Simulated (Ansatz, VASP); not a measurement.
**Cross-check of Ta12Al14O51 (aluminium tantalate glass 54Al2O3-46Ta2O5) between VASP and Ansatz**

Wanted: the spread between two codes on one cell, functional and k mesh. The structure shown is the end of the Ansatz relaxation below. Other levels of theory on this material are compared in a session of their own.

Program: Ansatz 0.2.0. Level of theory: plane waves, with VASP 6.6.1 beside it; single point at PBE with D3(BJ). Results are calculated unless marked as measured.

## Step 1: The structure

The cell holds 77 atoms: 14 Al, 12 Ta and 51 O. Its edges and angles: a = 9.802 Å, b = 10.024 Å, c = 9.872 Å, α = 90.0°, β = 90.0°, γ = 90.0°. As first built, before any earlier steps moved the atoms (in the runner's words): 77 atoms (14 Al, 12 Ta, 51 O) placed at random at 6.01 g/cm^3 and pushed apart to contact distance.

## Step 2: Ansatz: relaxation, PBE with D3(BJ)

Ansatz runs on its default PAW (the set named soft_2) files.

This run makes the geometry at which the two programs are then compared.

input.yaml reads:

```yaml
crystal:
  lattice:
    - [9.89341, 0.0, 0.0]
    - [0.0, 10.13533, 0.0]
    - [0.0, 0.0, 9.94196]
  atoms:
    - { symbol: Al, position: [0.32885, 0.60791, 0.38293] }
    - { symbol: Al, position: [0.76501, 0.26096, 0.20669] }
    - { symbol: Al, position: [0.6784, 0.98109, 0.38414] }
    - { symbol: Al, position: [0.20438, 0.91435, 0.31614] }
    - { symbol: Al, position: [0.62371, 0.45483, 0.45258] }
    - { symbol: Al, position: [0.43952, 0.18627, 0.45536] }
    - { symbol: Al, position: [0.40519, 0.32836, 0.66775] }
    - { symbol: Al, position: [0.50333, 0.37694, 0.21774] }
    - { symbol: Al, position: [0.89933, 0.75465, 0.36243] }
    - { symbol: Al, position: [0.45309, 0.08366, 0.15577] }
    - { symbol: Al, position: [0.8334, 0.12527, 0.8751] }
    - { symbol: Al, position: [0.46275, 0.86823, 0.8834] }
    - { symbol: Al, position: [0.976, 0.44959, 0.38082] }
    - { symbol: Al, position: [0.22376, 0.06021, 0.01546] }
    - { symbol: Ta, position: [0.63964, 0.34542, 0.93157] }
    - { symbol: Ta, position: [0.80386, 0.56036, 0.66621] }
    - { symbol: Ta, position: [0.00458, 0.81925, 0.90574] }
    - { symbol: Ta, position: [0.03323, 0.33335, 0.01553] }
    - { symbol: Ta, position: [0.19787, 0.0186, 0.67388] }
    - { symbol: Ta, position: [0.77424, 0.86564, 0.6522] }
    - { symbol: Ta, position: [0.45587, 0.86415, 0.56488] }
    - { symbol: Ta, position: [0.7286, 0.90458, 0.10039] }
    - { symbol: Ta, position: [0.3479, 0.52135, 0.94771] }
    - { symbol: Ta, position: [0.94933, 0.15412, 0.43232] }
    - { symbol: Ta, position: [0.09435, 0.33006, 0.69151] }
    - { symbol: Ta, position: [0.11536, 0.64363, 0.19489] }
    - { symbol: O, position: [0.85074, 0.97144, 0.79531] }
    - { symbol: O, position: [0.86713, 0.7874, 0.03913] }
    - { symbol: O, position: [0.84619, 0.72269, 0.77571] }
    - { symbol: O, position: [0.32779, 0.17868, 0.59914] }
    - { symbol: O, position: [0.77108, 0.13043, 0.33051] }
    - { symbol: O, position: [0.0431, 0.13192, 0.62024] }
    - { symbol: O, position: [0.04444, 0.32557, 0.49792] }
    - { symbol: O, position: [0.78151, 0.85795, 0.2868] }
    - { symbol: O, position: [0.17094, 0.41102, 0.89335] }
    - { symbol: O, position: [0.16025, 0.53298, 0.36094] }
    - { symbol: O, position: [0.80365, 0.06465, 0.04214] }
    - { symbol: O, position: [0.45892, 0.37535, 0.83105] }
    - { symbol: O, position: [0.63779, 0.83127, 0.49359] }
    - { symbol: O, position: [0.386, 0.70022, 0.52474] }
    - { symbol: O, position: [0.67767, 0.19889, 0.82558] }
    - { symbol: O, position: [0.46463, 0.50172, 0.34854] }
    - { symbol: O, position: [0.07059, 0.05117, 0.35455] }
    - { symbol: O, position: [0.25589, 0.42112, 0.65215] }
    - { symbol: O, position: [0.03099, 0.4891, 0.10844] }
    - { symbol: O, position: [0.7352, 0.47262, 0.8273] }
    - { symbol: O, position: [0.98229, 0.47556, 0.70071] }
    - { symbol: O, position: [0.41924, 0.22565, 0.2831] }
    - { symbol: O, position: [0.27954, 0.53676, 0.11824] }
    - { symbol: O, position: [0.58185, 0.98112, 0.22168] }
    - { symbol: O, position: [0.93646, 0.29873, 0.28321] }
    - { symbol: O, position: [0.82581, 0.00549, 0.525] }
    - { symbol: O, position: [0.40585, 0.01957, 0.98097] }
    - { symbol: O, position: [0.59826, 0.83289, 0.99316] }
    - { symbol: O, position: [0.62818, 0.56812, 0.5965] }
    - { symbol: O, position: [0.82023, 0.4581, 0.49336] }
    - { symbol: O, position: [0.5906, 0.86222, 0.72949] }
    - { symbol: O, position: [0.92958, 0.59969, 0.29209] }
    - { symbol: O, position: [0.66888, 0.38403, 0.29066] }
    - { symbol: O, position: [0.28389, 0.01092, 0.19076] }
    - { symbol: O, position: [0.81856, 0.32432, 0.04095] }
    - { symbol: O, position: [0.87253, 0.7296, 0.53734] }
    - { symbol: O, position: [0.15014, 0.21225, 0.08397] }
    - { symbol: O, position: [0.52496, 0.03681, 0.47537] }
    - { symbol: O, position: [0.39051, 0.6888, 0.89121] }
    - { symbol: O, position: [0.52985, 0.32063, 0.53803] }
    - { symbol: O, position: [0.36067, 0.91314, 0.73334] }
    - { symbol: O, position: [0.28261, 0.7426, 0.27216] }
    - { symbol: O, position: [0.12014, 0.7033, 0.99589] }
    - { symbol: O, position: [0.05286, 0.81151, 0.28646] }
    - { symbol: O, position: [0.27364, 0.93972, 0.48934] }
    - { symbol: O, position: [0.09264, 0.8718, 0.73201] }
    - { symbol: O, position: [0.21199, 0.11977, 0.8289] }
    - { symbol: O, position: [0.5848, 0.23303, 0.09882] }
    - { symbol: O, position: [0.51089, 0.46497, 0.05233] }
    - { symbol: O, position: [0.96759, 0.24558, 0.84405] }
    - { symbol: O, position: [0.0743, 0.96482, 0.99044] }
kpoints:
  mp_grid: { grid: [1, 1, 1] }
hamiltonian:
  xc: pbe
  dispersion: d3bj
scf:
  occupations: { method: fixed }
output:
  forces: true
  stress: true
relax:
  f_tol: 0.04
  max_steps: 60
  cell: { stress_tol: 0.1, fix: [alpha, beta, gamma] }
```

Run with:

```sh
> ansatz run input.yaml --threads 8 --pin off --max-ram 15360MiB --backend cpu --events-out ev --progress --plain --runs-dir out
```

Numbers of over 12 decimals in the logs are rounded to 6 here.

What it wrote:

```text
The last accepted step is kept in <dir> (removed where the run ends without a failure and the disk answers)
Engine: ansatz 0.2.0, x86_64-unknown-linux-gnu
Pseudopotentials: kind: paw
Pseudopotential: Al, paw, valence charge 3, recommended cutoff 420 eV (normal), Al.paw.azcp
Pseudopotential: Ta, paw, valence charge 13, recommended cutoff 420 eV (normal), Ta.paw.azcp
Pseudopotential: O, paw, valence charge 6, recommended cutoff 420 eV (normal), O.paw.azcp
Functional definition: PBE
  parameter kappa = 0.804
  parameter beta = 0.066725
  exchange = pbe_x(kappa = kappa, mu = beta*pi^2/3)
  correlation = pbe_c(beta = beta)
Crystal: 77 atoms, lattice volume = 996.910 Å³
Basis set: ecut = 420 eV, 19497 PW (Γ), exchange–correlation on 144×144×144 points (8 copies of the dense FFT grid, shifted against one another)
Bands: 329, of which v1, the nominal top of the filled ones, is band 252 counted from 1 (251 counted from 0)
Symmetry: 1 space group operations
Space group: P1 (ITA 1), of the structure as read, at distance tolerance 1.0e-4 Å
k-points: 1
Non-local potential: Al, projectors of the file, l = 0: 2, l = 1: 2, l = 2: 1
Non-local potential: Ta, projectors of the file, l = 0: 3, l = 1: 2, l = 2: 2, l = 3: 1
Non-local potential: O, projectors of the file, l = 0: 2, l = 1: 2, l = 2: 1
PAW form: soft (Blöchl's): semilocal exchange-correlation on the pseudo side does not see the compensation charge
PAW one-centre angular grid: Al, 110 points (default); XC on 64 Gauss nodes
PAW one-centre angular grid: Ta, 590 points (default); XC on 64 Gauss nodes
PAW one-centre angular grid: O, 110 points (default); XC on 64 Gauss nodes
Initial density: superposition of atomic densities (neutral atoms: chi_scale 0, normalization atom), corrected by the library's trained network
Initial wavefunctions: pseudopotential atomic-orbital guess
Functional: x = pbe(κ = 0.804, μ = 0.219515), c = pbe(β = 0.066725)
SCF iter   1: F=—  HF=-155750.190050 eV  |F-HF|=—  |Δ(HF+E_count)|=         —  Δρ=4.78e-3  dr2=1.97e-1  ethr=1.77e-3  ⟨swp⟩=5.0  Hψ=994  notcnv=0  defer=72
preconditioner: auto → Resta (q_TF=auto, 2.435 Å⁻¹)  ε∞=4.6  [insulator: Δε(μ)=2.892 eV  Ē_g=12.602 eV  n_scr=250 (ndim 8)  ℏωp=23.8 eV  f_vac=0.129  ε∞_Penn≈4.6]
SCF iter   2: F=—  HF=-155750.183732 eV  |F-HF|=—  |Δ(HF+E_count)|=   6.32e-3  Δρ=2.52e-3  dr2=3.98e-2  ethr=3.91e-5  ⟨swp⟩=2.0  Hψ=543  notcnv=0  defer=75
SCF iter   3: F=—  HF=-155750.187266 eV  |F-HF|=—  |Δ(HF+E_count)|=   3.53e-3  Δρ=1.13e-3  dr2=1.35e-2  ethr=7.89e-6  ⟨swp⟩=2.0  Hψ=425  notcnv=0  defer=74
automatic band count: iteration 3 solves 328 bands in place of 329: the levels show a gap, and the empty bands left out lie too high to hold charge; the band table lists the bands solved (type scf.n_extra_bands for more)
SCF iter   4: F=—  HF=-155750.189279 eV  |F-HF|=—  |Δ(HF+E_count)|=   2.01e-3  Δρ=2.94e-4  dr2=1.24e-3  ethr=2.69e-6  ⟨swp⟩=2.0  Hψ=415  notcnv=0  defer=74
SCF iter   5: F=—  HF=-155750.189749 eV  |F-HF|=—  |Δ(HF+E_count)|=   4.70e-4  Δρ=2.43e-4  dr2=6.33e-4  ethr=2.47e-7  ⟨swp⟩=2.0  Hψ=434  notcnv=0  defer=74
SCF iter   6: F=—  HF=-155750.189839 eV  |F-HF|=—  |Δ(HF+E_count)|=   8.98e-5  Δρ=7.44e-5  dr2=7.24e-5  ethr=1.26e-7  ⟨swp⟩=2.0  Hψ=434  notcnv=0  defer=71
SCF iter   7: F=—  HF=-155750.191737 eV  |F-HF|=—  |Δ(HF+E_count)|=   1.90e-3  Δρ=4.33e-5  dr2=1.92e-5  ethr=1.44e-8  ⟨swp⟩=2.0  Hψ=501  notcnv=0  defer=69
SCF iter   8: F=—  HF=-155750.191741 eV  |F-HF|=—  |Δ(HF+E_count)|=   3.49e-6  Δρ=1.65e-5  dr2=3.04e-6  ethr=3.80e-9  ⟨swp⟩=2.0  Hψ=434  notcnv=0  defer=69
SCF iter   9: F=—  HF=-155750.191743 eV  |F-HF|=—  |Δ(HF+E_count)|=   1.69e-6  Δρ=6.95e-6  dr2=5.39e-7  ethr=6.03e-10  ⟨swp⟩=2.0  Hψ=434  notcnv=0  defer=69
SCF iter  10: F=—  HF=-155750.191743 eV  |F-HF|=—  |Δ(HF+E_count)|=   1.57e-7  Δρ=3.44e-6  dr2=1.21e-7  ethr=1.07e-10  ⟨swp⟩=2.0  Hψ=460  notcnv=0  defer=69
SCF iter  11: F=-155750.191743 eV  HF=-155750.191743 eV  |F-HF|=7.33e-9  |Δ(HF+E_count)|=   3.31e-8  Δρ=1.08e-6  dr2=1.49e-8  ethr=1.98e-11  ⟨swp⟩=4.0  Hψ=933  notcnv=0
SCF 1 converged in 11 iterations: F = -155750.191743 eV  dr2 = 1.49e-8
  greatest PAW one-centre occupation: 1.000 electrons in one spin orbital (limit 2), on the Ta atom at site 21 (counted from 0), in its partial waves of l = 0
relax step   1: F+E_penalty+E_count = -155750.19174270 eV  Δ(F+E_penalty+E_count) = +0.000e0 eV  max|allowed force component| = 2.066e-2 eV/Å  Δτ_max = 0.0000 Å  P = -2.213 GPa  Ω = 996.910 Å³  fix = [alpha, beta, gamma]  reactions: alpha -0.424, beta +0.419, gamma +4.096 GPa/rad  (11 SCF iters, dr2 threshold 1.00e-7 eV, accepted)
Crystal: 77 atoms, lattice volume = 982.189 Å³
Basis set: ecut = 420 eV, 19201 PW (Γ), exchange–correlation on 144×144×144 points (8 copies of the dense FFT grid, shifted against one another)
Initial density: handed on by an earlier stage of this run
[...]
atom  45  O     -0.00118944    -0.00729367    -0.00867583
  atom  46  O     -0.00446532    -0.00447374     0.00207409
  atom  47  O     -0.00206266    -0.00042356     0.00041987
  atom  48  O      0.00023299    -0.00011082     0.00252608
  atom  49  O      0.00078693    -0.00351026    -0.00790694
  atom  50  O     -0.00275485    -0.00052616     0.00061949
  atom  51  O      0.00154232    -0.00207131     0.00057460
  atom  52  O     -0.00333569    -0.00190447     0.00232224
  atom  53  O     -0.00106901    -0.00522375     0.00262825
  atom  54  O      0.00621456     0.00085265    -0.00163470
  atom  55  O      0.00151081    -0.00124759     0.00044773
  atom  56  O     -0.00222006    -0.00094869     0.00662405
  atom  57  O      0.00272327     0.00060250    -0.00762749
  atom  58  O      0.00036026    -0.00027977    -0.00523606
  atom  59  O     -0.00299438    -0.00665910    -0.00527746
  atom  60  O      0.00572433     0.00446254    -0.00310811
  atom  61  O     -0.00508975    -0.00593249    -0.00250642
  atom  62  O     -0.00595510     0.00112760     0.00688367
  atom  63  O     -0.01294004     0.00390486    -0.00485263
  atom  64  O     -0.00265193    -0.00000136    -0.00065770
  atom  65  O     -0.00529008    -0.00283532     0.00095215
  atom  66  O      0.00029111    -0.00152231    -0.00207582
  atom  67  O      0.00174161     0.00297999    -0.00343215
  atom  68  O      0.00025614     0.00132029    -0.00055053
  atom  69  O      0.00006670    -0.00166904     0.00628327
  atom  70  O      0.00400413     0.00133173    -0.00301956
  atom  71  O      0.00118655     0.00063095     0.00542386
  atom  72  O      0.00565113     0.00776251    -0.00972139
  atom  73  O      0.00129019    -0.00098174    -0.00446793
  atom  74  O     -0.00326967    -0.00257623    -0.00262138
  atom  75  O      0.00571165    -0.00216276    -0.00415803
  atom  76  O      0.00329544     0.00097301    -0.00084708
  atom  77  O      0.00486295     0.00157514     0.00148250
  max |Σ_I F_I| component: 5.23e-6 eV/Å
--- Stress (GPa, compression-positive) ---
       -0.023104      -3.890906      -0.445821
       -3.890898      -0.038477       0.352227
       -0.445821       0.352228      -0.048454
  P = ⅓ Tr σ = -0.0367 GPa (-0.367 kbar)
--- Relaxed structure (9 steps of the walk, 8 accepted, 2 SCFs on fresh bases) ---
  F+E_penalty+E_count = -155750.39220240 eV   max|allowed force component| = 1.751e-2 eV/Å   (the final SCF, on the basis selected at the relaxed cell)
  cell:  # Å, volume = 970.0204 Å³
    - [9.802257, 0, 0]
    - [0, 10.024417, 0]
    - [0, 0, 9.871784]
  atoms:
    - { symbol: Al, position: [0.326290, 0.606981, 0.384653] }
    - { symbol: Al, position: [0.763758, 0.259307, 0.204970] }
    - { symbol: Al, position: [0.676980, 0.980932, 0.386690] }
    - { symbol: Al, position: [0.205630, 0.913719, 0.314436] }
    - { symbol: Al, position: [0.625981, 0.454373, 0.451481] }
    - { symbol: Al, position: [0.436605, 0.186740, 0.454009] }
    - { symbol: Al, position: [0.406069, 0.333699, 0.664379] }
    - { symbol: Al, position: [0.500766, 0.379412, 0.217322] }
    - { symbol: Al, position: [0.900301, 0.752899, 0.364658] }
    - { symbol: Al, position: [0.454025, 0.085098, 0.154448] }
    - { symbol: Al, position: [0.833256, 0.125620, 0.878352] }
    - { symbol: Al, position: [0.463434, 0.868487, 0.884940] }
    - { symbol: Al, position: [0.977789, 0.448201, 0.380951] }
    - { symbol: Al, position: [0.224760, 0.064392, 0.013229] }
    - { symbol: Ta, position: [0.637230, 0.343996, 0.931048] }
    - { symbol: Ta, position: [0.806252, 0.557424, 0.667338] }
    - { symbol: Ta, position: [0.00624295, 0.819198, 0.905356] }
    - { symbol: Ta, position: [0.031492, 0.333829, 0.017595] }
    - { symbol: Ta, position: [0.196312, 0.018408, 0.671736] }
    - { symbol: Ta, position: [0.774836, 0.863919, 0.654620] }
    - { symbol: Ta, position: [0.455115, 0.861605, 0.566784] }
    - { symbol: Ta, position: [0.730436, 0.902079, 0.102975] }
    - { symbol: Ta, position: [0.345103, 0.521895, 0.946179] }
    - { symbol: Ta, position: [0.949335, 0.154721, 0.432541] }
    - { symbol: Ta, position: [0.101568, 0.327279, 0.692486] }
    - { symbol: Ta, position: [0.113517, 0.643524, 0.191779] }
    - { symbol: O, position: [0.850751, 0.969620, 0.799854] }
    - { symbol: O, position: [0.872728, 0.783789, 0.044565] }
    - { symbol: O, position: [0.848138, 0.720634, 0.779608] }
    - { symbol: O, position: [0.319689, 0.185501, 0.595094] }
    - { symbol: O, position: [0.768481, 0.132729, 0.333885] }
    - { symbol: O, position: [0.037740, 0.130447, 0.622252] }
    - { symbol: O, position: [0.050603, 0.323568, 0.495973] }
    - { symbol: O, position: [0.782205, 0.857872, 0.290238] }
    - { symbol: O, position: [0.170997, 0.410639, 0.891119] }
    - { symbol: O, position: [0.157946, 0.531330, 0.359142] }
    - { symbol: O, position: [0.805080, 0.065620, 0.047634] }
    - { symbol: O, position: [0.456887, 0.375692, 0.830464] }
    - { symbol: O, position: [0.637047, 0.827634, 0.494320] }
    - { symbol: O, position: [0.380477, 0.697168, 0.530039] }
    - { symbol: O, position: [0.675663, 0.195614, 0.824207] }
    - { symbol: O, position: [0.464198, 0.502246, 0.350613] }
    - { symbol: O, position: [0.070918, 0.050396, 0.354045] }
    - { symbol: O, position: [0.258294, 0.430790, 0.650952] }
    - { symbol: O, position: [0.020419, 0.499387, 0.095256] }
    - { symbol: O, position: [0.735408, 0.472512, 0.829042] }
    - { symbol: O, position: [0.984270, 0.471837, 0.700792] }
    - { symbol: O, position: [0.416358, 0.227039, 0.282054] }
    - { symbol: O, position: [0.277403, 0.531038, 0.120091] }
    - { symbol: O, position: [0.581048, 0.979572, 0.223208] }
[...]
- { symbol: O, position: [0.052779, 0.811375, 0.286101] }
    - { symbol: O, position: [0.272817, 0.940376, 0.489395] }
    - { symbol: O, position: [0.091390, 0.869016, 0.728337] }
    - { symbol: O, position: [0.212226, 0.127958, 0.824768] }
    - { symbol: O, position: [0.583177, 0.230543, 0.098516] }
    - { symbol: O, position: [0.510480, 0.466515, 0.051647] }
    - { symbol: O, position: [0.968405, 0.245414, 0.846788] }
    - { symbol: O, position: [0.073142, 0.970084, 0.987284] }
```

(Continued in part 2 of 2.)

[Lines on the potential files, build, host, timing and source positions are cut from VASP's logs without a mark.]

[Logs are printed without paths, hosts, clocks, repeated set-up lines and the standing remarks that a program may print on its own settings, such as how far it seeks lower states.]

[Hosts, paths, dates, database ids (printed as entryN), source tags and the programs' standing remarks are cut or masked in the printed files.]
